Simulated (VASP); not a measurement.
NbVTe4:

```
Nb V Te
1.0
     2.84561   -2.90870    0.00000
     2.84561    2.90870    0.00000
     0.00000    0.00000   11.08605
Nb V Te
1 1 4
Direct
  0.00000 0.00000 0.50000
  0.50000 0.50000 0.50000
  0.50000 0.50000 0.28043
  0.50000 0.50000 0.71957
  0.50000 0.50000 0.00000
  0.00000 0.00000 0.00000
```

The cell was built by a generator and needn't be a form met in nature.

| Property | Result |
| --- | --- |
| Program | VASP 6.6.1 |
| Task | relaxation of cell and atoms |
| Functional | PBE |
| Potentials or basis | VASP PAW PBE potentials, release 64 (Nb_sv, V_sv, Te) |
| Cutoff | 520 eV |
| k mesh | 4 × 4 × 2 |
| Occupations | gaussian, width 0.15 eV |
| Spin | collinear spin, ferromagnetic start |
| Starting moments | [0.0, 2.0, 0.0, 0.0, 0.0, 0.0] μB |

At the start: pressure 1.5 GPa; volume 30.59 Å³/atom.

Task: How do energy, volume and symmetry change on relaxing?

Result: Over 22 steps the energy falls by 123.4 meV/atom and the volume is 35.27 Å³/atom (+15.3 %); space group P4/mmm (No. 123, to 0.05 Å); moment 0.15 μB per cell.

The path:
```csv
step,energy change (eV),largest force (eV/Å),pressure (GPa),volume (Å³)
1,0.0000,0.4986,1.48,183.52
2,-0.2568,1.3181,-1.39,190.84
3,-0.2602,1.3788,-1.58,191.55
4,-0.4717,0.9139,0.50,187.12
5,-0.4878,0.7766,1.24,185.83
6,-0.6118,0.2679,1.16,190.78
7,-0.6215,0.0428,1.20,192.85
8,-0.6869,0.1340,-0.55,203.73
9,-0.6875,0.1375,-0.74,204.85
10,-0.7191,0.1066,-0.09,204.59
11,-0.7196,0.1019,0.04,204.55
12,-0.7294,0.1177,0.23,204.70
13,-0.7296,0.1187,0.41,204.70
14,-0.7320,0.1942,-0.13,207.42
15,-0.7320,0.1940,-0.01,207.55
16,-0.7320,0.1961,-0.07,207.79
17,-0.7317,0.2145,-0.28,208.27
18,-0.7347,0.1566,-0.36,209.18
19,-0.7374,0.0931,-0.15,210.43
20,-0.7374,0.0618,-0.15,212.94
21,-0.7382,0.0040,-0.22,212.13
22,-0.7407,0.0321,-0.04,211.64
```

Final structure:
```
Nb V Te
1.0
     2.81697   -2.81601    0.00000
     2.81697    2.81601    0.00000
     0.00000    0.00000   13.33964
Nb V Te
1 1 4
Cartesian
  0.0000 0.0000 6.6698
  2.8170 0.0000 6.6698
  2.8170 0.0000 4.2232
  2.8170 0.0000 9.1164
  2.8170 0.0000 0.0000
  0.0000 0.0000 0.0000
```

Caveat: the k mesh is coarse (spacing up to 0.39 Å⁻¹), so the values aren't converged; the volume moved by over 15 % at a fixed basis, so the end points are rough; this functional lacks dispersion, which binds the layers, so the pressure and a relaxed spacing across them are unreliable, and here the layers came unbound; the relaxation stopped at a loose force limit of 0.08 eV/Å, so its end isn't a converged minimum.
